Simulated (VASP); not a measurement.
## RPA total energies of BP

Aim: total energies of BP from exact exchange and RPA correlation, beside cheaper functionals. The scan starts from a database cell scaled to its smallest volume. The cell is of the zinc-blende type. The start is a cell from a database of measured crystal structures.

Program: VASP 6.6.1. Level of theory: RPA correlation on PBE orbitals; plane waves and PAW (P_GW, B_GW), in the first sound run; inputs show where later runs differ. Values are calculated unless marked as measured.

Report form: inputs, costs, results and the conclusion, without the logs.

**1. The structure**

The structure is cubic, space group F-43m (No. 216). The conventional cell has a = 4.445 Å, b = 4.445 Å, c = 4.445 Å, α = 90.00°, β = 90.00°, γ = 90.00°. Nearest to P lie 4 B at 1.92 Å. Nearest to B lie 4 P at 1.92 Å. Farther neighbours, and contacts between anions beyond the nearest, are not listed.

**2. Orbitals, volume ratio 0.94**

RPA gives no stress here, so the energy is scanned over volumes, at one cutoff and mesh. Volumes are given as ratios to a reference cell, and this first cell is that cell scaled to 0.94. Each point starts from PBE orbitals, tightly converged.

The input, INCAR:

```
SYSTEM = BP
PREC = Accurate
ENCUT = 440
EDIFF = 1E-08
NELM = 100
ISMEAR = 0
SIGMA = 0.05
LREAL = .FALSE.
ALGO = Normal
GGA = PE
NBANDS = 10
LORBIT = 11
LWAVE = .TRUE.
LCHARG = .FALSE.
KPAR = 8
```

The input, POSCAR:

```
BP
1.0
    0.0000000000      2.2226808807      2.2226808807
    2.2226808807      0.0000000000      2.2226808807
    2.2226808807      2.2226808807      0.0000000000
P B
1 1
Direct
    0.7500000000      0.7500000000      0.7500000000
    0.0000000000      0.0000000000      0.0000000000
```

The input, KPOINTS:

```
Automatic mesh
0
Gamma
6 6 6
0 0 0
```

Potentials, in the order of the species: P_GW and B_GW (PBE family, release 64).

Run with:

```console
$ mpirun -np 8 vasp_std
```

Run time: 1.4 s. Hardware: 8 MPI ranks of Intel Xeon 6975P-C (Granite Rapids), shared host; peak memory 1 GiB.

The gap is read on the k-mesh alone, so it is an upper bound where the band edges lie off the mesh.

A gap read on the k-mesh alone can miss the band edges.

This step gave:

```
free energy (TOTEN)            : -12.84 eV
Fermi energy                   : 8.175 eV
pressure                       : 12.84 GPa
gap on the k-mesh              : 1.207 eV
least direct gap on the k-mesh : 3.502 eV
```

**3. Exact exchange, volume ratio 0.94**

This step: Hartree-Fock energy on PBE orbitals; plane waves and PAW (P_GW, B_GW) (VASP 6.6.1).

The Hartree-Fock energy is evaluated once on these orbitals (ALGO = Eigenval, NELM = 1), without letting them relax. It uses the mesh of the correlation step, since the long-wavelength errors of the two partly cancel, and the total energy is their sum.

The input, INCAR:

```
SYSTEM = BP
PREC = Accurate
ENCUT = 440
ISMEAR = 0
SIGMA = 0.05
LREAL = .FALSE.
GGA = PE
NBANDS = 10
ALGO = Eigenval
NELM = 1
LHFCALC = .TRUE.
AEXX = 1
ALDAC = 0
AGGAC = 0
PRECFOCK = Normal
LWAVE = .FALSE.
LCHARG = .FALSE.
```

POSCAR is that of step 2.

KPOINTS is that of step 2.

The WAVECAR or CHGCAR of an earlier step is read.

Run with:

```console
$ mpirun -np 8 vasp_std
```

Run time: 10 s. Hardware: 8 MPI ranks; peak memory 0.86 GiB.

Numbers from this step:

| Quantity | Value |
| --- | --- |
| free energy (TOTEN) | -20.83 eV |

The Hartree-Fock energy on these orbitals is -10.4163 eV an atom.

**4. Empty bands, volume ratio 0.94**

This step: PBE; plane waves and PAW (P_GW, B_GW) (VASP 6.6.1).

The next step needs empty bands that the ground-state run didn't converge, so the Hamiltonian is diagonalised in full, in a single step. LOPTICS writes the k-derivatives of the orbitals (WAVEDER), which give the long-wavelength limit of the screening.

The input, INCAR:

```
SYSTEM = BP
PREC = Accurate
ENCUT = 440
ISMEAR = 0
SIGMA = 0.05
LREAL = .FALSE.
GGA = PE
NBANDS = 464
ALGO = Exact
NELM = 1
LWAVE = .TRUE.
LCHARG = .FALSE.
LOPTICS = .TRUE.
NEDOS = 1000
CSHIFT = 0.1
```

POSCAR is that of step 3.

KPOINTS is that of step 3.

Run with:

```console
$ mpirun -np 8 vasp_std
```

Elapsed: 2.2 s, on 8 MPI ranks; peak memory 0.95 GiB; 13 s of CPU time.

WAVECAR now holds 464 bands for 8 electrons.

**5. RPA correlation, volume ratio 0.94**

This step: RPA correlation on PBE orbitals; plane waves and PAW (P_GW, B_GW) (VASP 6.6.1).

The RPA correlation energy follows from the response function on imaginary frequencies; VASP computes it for a row of response cutoffs and extrapolates.

The input, INCAR:

```
SYSTEM = BP
PREC = Accurate
ENCUT = 440
ISMEAR = 0
SIGMA = 0.05
LREAL = .FALSE.
GGA = PE
NBANDS = 464
ALGO = ACFDT
ENCUTGW = 200
NOMEGA = 12
PRECFOCK = Fast
LWAVE = .FALSE.
LCHARG = .FALSE.
```

POSCAR is that of step 4.

KPOINTS is that of step 4.

Run with:

```console
$ mpirun -np 8 vasp_std
```

Wall time 42 s (8 MPI ranks); peak memory 2 GiB; 5.5 min of CPU time.

Numbers from this step:

- RPA correlation energy: -13.11 eV

The correlation energy is -6.5560 eV an atom. With exact exchange the total is -16.9723 eV an atom.

**6. Comparison: r2SCAN, volume ratio 0.94**

This step: r2SCAN; plane waves and PAW (P_GW, B_GW) (VASP 6.6.1).

For comparison the same cell is computed with r2SCAN.

The input, INCAR:

```
SYSTEM = BP
PREC = Accurate
ENCUT = 440
EDIFF = 1E-06
NELM = 100
ISMEAR = 0
SIGMA = 0.05
LREAL = .FALSE.
ALGO = Normal
METAGGA = R2SCAN
LASPH = .TRUE.
NBANDS = 10
LWAVE = .FALSE.
LCHARG = .FALSE.
KPAR = 8
```

POSCAR is that of step 5.

KPOINTS is that of step 5.

Run with:

```console
$ mpirun -np 8 vasp_std
```

Elapsed: 3.4 s, on 8 MPI ranks; peak memory 1 GiB.

The PAW data sets were made with PBE, which is usual practice but a small mismatch for other functionals.

Read from the output:

- free energy (TOTEN): -17.22 eV
- Fermi energy: 8.122 eV
- pressure: 11.26 GPa
- gap on the k-mesh: 1.379 eV
- least direct gap on the k-mesh: 3.692 eV

Its energy is -8.6109 eV an atom, on a zero of its own.

**7. Orbitals for comparison: HSE06, volume ratio 0.94**

This step: PBE; plane waves and PAW (P_GW, B_GW) (VASP 6.6.1).

A hybrid converges faster from good orbitals, so a cheap PBE run writes WAVECAR first.

The input, INCAR:

```
SYSTEM = BP
PREC = Accurate
ENCUT = 440
EDIFF = 1E-05
NELM = 100
ISMEAR = 0
SIGMA = 0.05
LREAL = .FALSE.
ALGO = Normal
GGA = PE
NBANDS = 10
LORBIT = 11
LWAVE = .TRUE.
LCHARG = .FALSE.
KPAR = 8
```

POSCAR is that of step 6.

KPOINTS is that of step 6.

Run with:

```console
$ mpirun -np 8 vasp_std
```

Run time: 1.2 s. Hardware: 8 MPI ranks; peak memory 0.99 GiB.

This step gave:

```yaml
free_energy_toten: -12.84 eV
fermi_energy: 8.175 eV
pressure: 12.87 GPa
gap_on_the_k_mesh: 1.207 eV
least_direct_gap_on_the_k_mesh: 3.502 eV
```

The run ends at a pressure of 12.87 GPa.

**8. Comparison: HSE06, volume ratio 0.94**

This step: HSE06; plane waves and PAW (P_GW, B_GW) (VASP 6.6.1).

For comparison the same cell is computed with HSE06.

The input, INCAR:

```
SYSTEM = BP
PREC = Accurate
ENCUT = 440
EDIFF = 1E-06
NELM = 100
ISMEAR = 0
SIGMA = 0.05
LREAL = .FALSE.
ALGO = Normal
LHFCALC = .TRUE.
AEXX = 0.25
GGA = PE
HFSCREEN = 0.2
LASPH = .TRUE.
NBANDS = 10
PRECFOCK = Fast
LWAVE = .FALSE.
LCHARG = .FALSE.
KPAR = 8
```

POSCAR is that of step 7.

KPOINTS is that of step 7.

The run starts from files that an earlier step left in the folder.

Run with:

```console
$ mpirun -np 8 vasp_std
```

The job ended after 11 s (8 MPI ranks; peak memory 1.7 GiB).

Read from the output:

- free energy (TOTEN): -14.80 eV
- Fermi energy: 7.636 eV
- gap on the k-mesh: 1.967 eV
- least direct gap on the k-mesh: 4.470 eV

Its energy is -7.3991 eV an atom, on a zero of its own.

**9. Orbitals, volume ratio 0.97**

This step: PBE; plane waves and PAW (P_GW, B_GW) (VASP 6.6.1).

The same chain follows at a volume ratio of 0.97.

The input, INCAR:

```
SYSTEM = BP
PREC = Accurate
ENCUT = 440
EDIFF = 1E-08
NELM = 100
ISMEAR = 0
SIGMA = 0.05
LREAL = .FALSE.
ALGO = Normal
GGA = PE
NBANDS = 10
LORBIT = 11
LWAVE = .TRUE.
LCHARG = .FALSE.
KPAR = 8
```

The input, POSCAR:

```
BP
1.0
    0.0000000000      2.2460792410      2.2460792410
    2.2460792410      0.0000000000      2.2460792410
    2.2460792410      2.2460792410      0.0000000000
P B
1 1
Direct
    0.7500000000      0.7500000000      0.7500000000
    0.0000000000      0.0000000000      0.0000000000
```

KPOINTS is that of step 8.

Run with:

```console
$ mpirun -np 8 vasp_std
```

It took 1.4 s on 8 MPI ranks; peak memory 1.1 GiB.

The run ends at a pressure of 6.63 GPa.

**10. Exact exchange, volume ratio 0.97**

This step: Hartree-Fock energy on PBE orbitals; plane waves and PAW (P_GW, B_GW) (VASP 6.6.1).

Exact exchange at this point.

The input, INCAR:

```
SYSTEM = BP
PREC = Accurate
ENCUT = 440
ISMEAR = 0
SIGMA = 0.05
LREAL = .FALSE.
GGA = PE
NBANDS = 10
ALGO = Eigenval
NELM = 1
LHFCALC = .TRUE.
AEXX = 1
ALDAC = 0
AGGAC = 0
PRECFOCK = Normal
LWAVE = .FALSE.
LCHARG = .FALSE.
```

POSCAR is that of step 9.

KPOINTS is that of step 9.

The WAVECAR or CHGCAR of an earlier step is read.

Run with:

```console
$ mpirun -np 8 vasp_std
```

The job ended after 9.8 s (8 MPI ranks; peak memory 0.9 GiB; 74 s of CPU time).

The Hartree-Fock energy on these orbitals is -10.4455 eV an atom.

**11. Empty bands, volume ratio 0.97**

This step: PBE; plane waves and PAW (P_GW, B_GW) (VASP 6.6.1).

The empty bands are made again, for the run that follows.

The input, INCAR:

```
SYSTEM = BP
PREC = Accurate
ENCUT = 440
ISMEAR = 0
SIGMA = 0.05
LREAL = .FALSE.
GGA = PE
NBANDS = 528
ALGO = Exact
NELM = 1
LWAVE = .TRUE.
LCHARG = .FALSE.
LOPTICS = .TRUE.
NEDOS = 1000
CSHIFT = 0.1
```

POSCAR is that of step 10.

KPOINTS is that of step 10.

Run with:

```console
$ mpirun -np 8 vasp_std
```

The job ended after 2.4 s (8 MPI ranks; peak memory 0.97 GiB).

WAVECAR now holds 528 bands for 8 electrons.

**12. RPA correlation, volume ratio 0.97**

This step: RPA correlation on PBE orbitals; plane waves and PAW (P_GW, B_GW) (VASP 6.6.1).

RPA correlation at this point.

The input, INCAR:

```
SYSTEM = BP
PREC = Accurate
ENCUT = 440
ISMEAR = 0
SIGMA = 0.05
LREAL = .FALSE.
GGA = PE
NBANDS = 528
ALGO = ACFDT
ENCUTGW = 200
NOMEGA = 12
PRECFOCK = Fast
LWAVE = .FALSE.
LCHARG = .FALSE.
```

POSCAR is that of step 11.

KPOINTS is that of step 11.

Run with:

```console
$ mpirun -np 8 vasp_std
```

Run time: 48 s. Hardware: 8 MPI ranks; peak memory 2.3 GiB.

The correlation energy is -6.5456 eV an atom, +10 meV against the point before. With exact exchange the total is -16.9911 eV an atom.

**13. Comparison: r2SCAN, volume ratio 0.97**

This step: r2SCAN; plane waves and PAW (P_GW, B_GW) (VASP 6.6.1).

The comparison at this point.

The input, INCAR:

```
SYSTEM = BP
PREC = Accurate
ENCUT = 440
EDIFF = 1E-06
NELM = 100
ISMEAR = 0
SIGMA = 0.05
LREAL = .FALSE.
ALGO = Normal
METAGGA = R2SCAN
LASPH = .TRUE.
NBANDS = 10
LWAVE = .FALSE.
LCHARG = .FALSE.
KPAR = 8
```

POSCAR is that of step 12.

KPOINTS is that of step 12.

Run with:

```console
$ mpirun -np 8 vasp_std
```

Elapsed: 3.6 s, on 8 MPI ranks; peak memory 1 GiB; 24 s of CPU time.

Its energy is -8.6287 eV an atom, on a zero of its own.

**14. Orbitals for comparison: HSE06, volume ratio 0.97**

This step: PBE; plane waves and PAW (P_GW, B_GW) (VASP 6.6.1).

Starting orbitals, as before.

The input, INCAR:

```
SYSTEM = BP
PREC = Accurate
ENCUT = 440
EDIFF = 1E-05
NELM = 100
ISMEAR = 0
SIGMA = 0.05
LREAL = .FALSE.
ALGO = Normal
GGA = PE
NBANDS = 10
LORBIT = 11
LWAVE = .TRUE.
LCHARG = .FALSE.
KPAR = 8
```

POSCAR is that of step 13.

KPOINTS is that of step 13.

Run with:

```console
$ mpirun -np 8 vasp_std
```

Wall time 1.2 s (8 MPI ranks); peak memory 1 GiB; 5.3 s of CPU time.

The run ends at a pressure of 6.66 GPa.

**15. Comparison: HSE06, volume ratio 0.97**

This step: HSE06; plane waves and PAW (P_GW, B_GW) (VASP 6.6.1).

The input, INCAR:

```
SYSTEM = BP
PREC = Accurate
ENCUT = 440
EDIFF = 1E-06
NELM = 100
ISMEAR = 0
SIGMA = 0.05
LREAL = .FALSE.
ALGO = Normal
LHFCALC = .TRUE.
AEXX = 0.25
GGA = PE
HFSCREEN = 0.2
LASPH = .TRUE.
NBANDS = 10
PRECFOCK = Fast
LWAVE = .FALSE.
LCHARG = .FALSE.
KPAR = 8
```

POSCAR is that of step 14.

KPOINTS is that of step 14.

The run starts from files that an earlier step left in the folder.

Run with:

```console
$ mpirun -np 8 vasp_std
```

It took 11 s on 8 MPI ranks; peak memory 1.8 GiB.

Its energy is -7.4140 eV an atom, on a zero of its own.

**16. Orbitals, volume ratio 1**

This step: PBE; plane waves and PAW (P_GW, B_GW) (VASP 6.6.1).

The same chain follows at a volume ratio of 1.

The input, INCAR:

```
SYSTEM = BP
PREC = Accurate
ENCUT = 440
EDIFF = 1E-08
NELM = 100
ISMEAR = 0
SIGMA = 0.05
LREAL = .FALSE.
ALGO = Normal
GGA = PE
NBANDS = 10
LORBIT = 11
LWAVE = .TRUE.
LCHARG = .FALSE.
KPAR = 8
```

The input, POSCAR:

```
BP
1.0
    0.0000000000      2.2690000000      2.2690000000
    2.2690000000      0.0000000000      2.2690000000
    2.2690000000      2.2690000000      0.0000000000
P B
1 1
Direct
    0.7500000000      0.7500000000      0.7500000000
    0.0000000000      0.0000000000      0.0000000000
```

KPOINTS is that of step 15.

Run with:

```console
$ mpirun -np 8 vasp_std
```

The job ended after 1.4 s (8 MPI ranks; peak memory 1 GiB; 6.5 s of CPU time).

The run ends at a pressure of 1.25 GPa.

**17. Exact exchange, volume ratio 1**

This step: Hartree-Fock energy on PBE orbitals; plane waves and PAW (P_GW, B_GW) (VASP 6.6.1).

The input, INCAR:

```
SYSTEM = BP
PREC = Accurate
ENCUT = 440
ISMEAR = 0
SIGMA = 0.05
LREAL = .FALSE.
GGA = PE
NBANDS = 10
ALGO = Eigenval
NELM = 1
LHFCALC = .TRUE.
AEXX = 1
ALDAC = 0
AGGAC = 0
PRECFOCK = Normal
LWAVE = .FALSE.
LCHARG = .FALSE.
```

POSCAR is that of step 16.

KPOINTS is that of step 16.

The run starts from files that an earlier step left in the folder.

Run with:

```console
$ mpirun -np 8 vasp_std
```

Run time: 9.8 s. Hardware: 8 MPI ranks; peak memory 0.88 GiB.

The Hartree-Fock energy on these orbitals is -10.4601 eV an atom.

**18. Empty bands, volume ratio 1**

This step: PBE; plane waves and PAW (P_GW, B_GW) (VASP 6.6.1).

The input, INCAR:

```
SYSTEM = BP
PREC = Accurate
ENCUT = 440
ISMEAR = 0
SIGMA = 0.05
LREAL = .FALSE.
GGA = PE
NBANDS = 528
ALGO = Exact
NELM = 1
LWAVE = .TRUE.
LCHARG = .FALSE.
LOPTICS = .TRUE.
NEDOS = 1000
CSHIFT = 0.1
```

POSCAR is that of step 17.

KPOINTS is that of step 17.

Run with:

```console
$ mpirun -np 8 vasp_std
```

Elapsed: 2.4 s, on 8 MPI ranks; peak memory 0.98 GiB.

**19. RPA correlation, volume ratio 1**

This step: RPA correlation on PBE orbitals; plane waves and PAW (P_GW, B_GW) (VASP 6.6.1).

The input, INCAR:

```
SYSTEM = BP
PREC = Accurate
ENCUT = 440
ISMEAR = 0
SIGMA = 0.05
LREAL = .FALSE.
GGA = PE
NBANDS = 528
ALGO = ACFDT
ENCUTGW = 200
NOMEGA = 12
PRECFOCK = Fast
LWAVE = .FALSE.
LCHARG = .FALSE.
```

POSCAR is that of step 18.

KPOINTS is that of step 18.

Run with:

```console
$ mpirun -np 8 vasp_std
```

Run time: 50 s. Hardware: 8 MPI ranks; peak memory 2.3 GiB; 6.6 min of CPU time.

The correlation energy is -6.5366 eV an atom, +9 meV against the point before. With exact exchange the total is -16.9967 eV an atom.

**20. Comparison: r2SCAN, volume ratio 1**

This step: r2SCAN; plane waves and PAW (P_GW, B_GW) (VASP 6.6.1).

The input, INCAR:

```
SYSTEM = BP
PREC = Accurate
ENCUT = 440
EDIFF = 1E-06
NELM = 100
ISMEAR = 0
SIGMA = 0.05
LREAL = .FALSE.
ALGO = Normal
METAGGA = R2SCAN
LASPH = .TRUE.
NBANDS = 10
LWAVE = .FALSE.
LCHARG = .FALSE.
KPAR = 8
```

POSCAR is that of step 19.

KPOINTS is that of step 19.

Run with:

```console
$ mpirun -np 8 vasp_std
```

The job ended after 3.4 s (8 MPI ranks; peak memory 1 GiB; 23 s of CPU time).

Its energy is -8.6338 eV an atom, on a zero of its own.

**21. Orbitals for comparison: HSE06, volume ratio 1**

This step: PBE; plane waves and PAW (P_GW, B_GW) (VASP 6.6.1).

The input, INCAR:

```
SYSTEM = BP
PREC = Accurate
ENCUT = 440
EDIFF = 1E-05
NELM = 100
ISMEAR = 0
SIGMA = 0.05
LREAL = .FALSE.
ALGO = Normal
GGA = PE
NBANDS = 10
LORBIT = 11
LWAVE = .TRUE.
LCHARG = .FALSE.
KPAR = 8
```

POSCAR is that of step 20.

KPOINTS is that of step 20.

Run with:

```console
$ mpirun -np 8 vasp_std
```

Wall time 1.2 s (8 MPI ranks); peak memory 1 GiB.

The run ends at a pressure of 1.28 GPa.

**22. Comparison: HSE06, volume ratio 1**

This step: HSE06; plane waves and PAW (P_GW, B_GW) (VASP 6.6.1).

The input, INCAR:

```
SYSTEM = BP
PREC = Accurate
ENCUT = 440
EDIFF = 1E-06
NELM = 100
ISMEAR = 0
SIGMA = 0.05
LREAL = .FALSE.
ALGO = Normal
LHFCALC = .TRUE.
AEXX = 0.25
GGA = PE
HFSCREEN = 0.2
LASPH = .TRUE.
NBANDS = 10
PRECFOCK = Fast
LWAVE = .FALSE.
LCHARG = .FALSE.
KPAR = 8
```

POSCAR is that of step 21.

KPOINTS is that of step 21.

The run starts from files that an earlier step left in the folder.

Run with:

```console
$ mpirun -np 8 vasp_std
```

Run time: 12 s. Hardware: 8 MPI ranks; peak memory 1.8 GiB.

Its energy is -7.4161 eV an atom, on a zero of its own.

**23. Orbitals, volume ratio 1.03**

This step: PBE; plane waves and PAW (P_GW, B_GW) (VASP 6.6.1).

The same chain follows at a volume ratio of 1.03.

The input, INCAR:

```
SYSTEM = BP
PREC = Accurate
ENCUT = 440
EDIFF = 1E-08
NELM = 100
ISMEAR = 0
SIGMA = 0.05
LREAL = .FALSE.
ALGO = Normal
GGA = PE
NBANDS = 10
LORBIT = 11
LWAVE = .TRUE.
LCHARG = .FALSE.
KPAR = 8
```

The input, POSCAR:

```
BP
1.0
    0.0000000000      2.2914668077      2.2914668077
    2.2914668077      0.0000000000      2.2914668077
    2.2914668077      2.2914668077      0.0000000000
P B
1 1
Direct
    0.7500000000      0.7500000000      0.7500000000
    0.0000000000      0.0000000000      0.0000000000
```

KPOINTS is that of step 22.

Run with:

```console
$ mpirun -np 8 vasp_std
```

Wall time 1.4 s (8 MPI ranks); peak memory 1 GiB; 6.3 s of CPU time.

The run ends at a pressure of -3.40 GPa.

**24. Exact exchange, volume ratio 1.03**

This step: Hartree-Fock energy on PBE orbitals; plane waves and PAW (P_GW, B_GW) (VASP 6.6.1).

The input, INCAR:

```
SYSTEM = BP
PREC = Accurate
ENCUT = 440
ISMEAR = 0
SIGMA = 0.05
LREAL = .FALSE.
GGA = PE
NBANDS = 10
ALGO = Eigenval
NELM = 1
LHFCALC = .TRUE.
AEXX = 1
ALDAC = 0
AGGAC = 0
PRECFOCK = Normal
LWAVE = .FALSE.
LCHARG = .FALSE.
```

POSCAR is that of step 23.

KPOINTS is that of step 23.

The run starts from files that an earlier step left in the folder.

Run with:

```console
$ mpirun -np 8 vasp_std
```

Elapsed: 9.6 s, on 8 MPI ranks; peak memory 0.86 GiB.

The Hartree-Fock energy on these orbitals is -10.4620 eV an atom.

**25. Empty bands, volume ratio 1.03**

This step: PBE; plane waves and PAW (P_GW, B_GW) (VASP 6.6.1).

The input, INCAR:

```
SYSTEM = BP
PREC = Accurate
ENCUT = 440
ISMEAR = 0
SIGMA = 0.05
LREAL = .FALSE.
GGA = PE
NBANDS = 528
ALGO = Exact
NELM = 1
LWAVE = .TRUE.
LCHARG = .FALSE.
LOPTICS = .TRUE.
NEDOS = 1000
CSHIFT = 0.1
```

POSCAR is that of step 24.

KPOINTS is that of step 24.

Run with:

```console
$ mpirun -np 8 vasp_std
```

It took 2.4 s on 8 MPI ranks; peak memory 0.97 GiB.

**26. RPA correlation, volume ratio 1.03**

This step: RPA correlation on PBE orbitals; plane waves and PAW (P_GW, B_GW) (VASP 6.6.1).

The input, INCAR:

```
SYSTEM = BP
PREC = Accurate
ENCUT = 440
ISMEAR = 0
SIGMA = 0.05
LREAL = .FALSE.
GGA = PE
NBANDS = 528
ALGO = ACFDT
ENCUTGW = 200
NOMEGA = 12
PRECFOCK = Fast
LWAVE = .FALSE.
LCHARG = .FALSE.
```

POSCAR is that of step 25.

KPOINTS is that of step 25.

Run with:

```console
$ mpirun -np 8 vasp_std
```

Wall time 58 s (8 MPI ranks); peak memory 2.2 GiB.

The correlation energy is -6.5292 eV an atom, +7 meV against the point before. With exact exchange the total is -16.9912 eV an atom.

**27. Comparison: r2SCAN, volume ratio 1.03**

This step: r2SCAN; plane waves and PAW (P_GW, B_GW) (VASP 6.6.1).

The input, INCAR:

```
SYSTEM = BP
PREC = Accurate
ENCUT = 440
EDIFF = 1E-06
NELM = 100
ISMEAR = 0
SIGMA = 0.05
LREAL = .FALSE.
ALGO = Normal
METAGGA = R2SCAN
LASPH = .TRUE.
NBANDS = 10
LWAVE = .FALSE.
LCHARG = .FALSE.
KPAR = 8
```

POSCAR is that of step 26.

KPOINTS is that of step 26.

Run with:

```console
$ mpirun -np 8 vasp_std
```

Run time: 4 s. Hardware: 8 MPI ranks; peak memory 1 GiB.

Its energy is -8.6278 eV an atom, on a zero of its own.

**28. Orbitals for comparison: HSE06, volume ratio 1.03**

This step: PBE; plane waves and PAW (P_GW, B_GW) (VASP 6.6.1).

The input, INCAR:

```
SYSTEM = BP
PREC = Accurate
ENCUT = 440
EDIFF = 1E-05
NELM = 100
ISMEAR = 0
SIGMA = 0.05
LREAL = .FALSE.
ALGO = Normal
GGA = PE
NBANDS = 10
LORBIT = 11
LWAVE = .TRUE.
LCHARG = .FALSE.
KPAR = 8
```

POSCAR is that of step 27.

KPOINTS is that of step 27.

Run with:

```console
$ mpirun -np 8 vasp_std
```

Wall time 1.4 s (8 MPI ranks); peak memory 1 GiB.

The run ends at a pressure of -3.38 GPa.

[end of part 1 of 2]

[Long decimals in the printed logs are rounded to 6 places.]

[Lines on the potential files, build, host, timing and source positions are cut from VASP's logs without a mark.]

[Logs are printed without paths, hosts, clocks, repeated set-up lines and the standing remarks that a program may print on its own settings, such as how far it seeks lower states.]

[Hosts, paths, dates, database ids (printed as entryN), source tags and the programs' standing remarks are cut or masked in the printed files.]

[Measured values are set beside computed ones only where the two were judged alike; some that the calculation misses by far are left out.]

[Pressures printed for these runs are not shown converged in the cutoff: they can be off by several GPa and have the wrong sign.]
